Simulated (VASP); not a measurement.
Given:

```
HgTe
1.0
    0.00000     3.23000     3.23000
    3.23000     0.00000     3.23000
    3.23000     3.23000     0.00000
Hg Te
1 1
Direct
  0.00000   0.00000   0.00000
  0.25000   0.25000   0.25000
```

Method: vdW-DF-cx, VASP's PBE PAW potentials (set 64) (plane waves; VASP). Settings: 520 eV cut-off, 7×7×7 Γ-centred mesh, Gaussian smearing of 0.050 eV, potentials Hg Te.

Energy and stress use the plane-wave basis of the starting cell.

Q: The ions, cell shape and volume are relaxed. Predict the relaxed structure.

A: 
```
HgTe
1.0
    0.00000     3.27262     3.27262
    3.27262     0.00000     3.27262
    3.27262     3.27262     0.00000
Hg Te
1 1
Cartesian
  0.00000   0.00000   0.00000
  1.63631   1.63631   1.63631
```
Space group F-43m (216), at a tolerance of 0.03 Å.

Q: How do energy and volume change from the first to the last step?

A: The energy (σ→0) changes by -7.1 meV/atom and the volume by +4.0 %, in 3 ionic steps.

The compound is HgTe in the zinc blende structure. This run relaxes it. Symmetry was kept, so distortions that lower it aren't found.
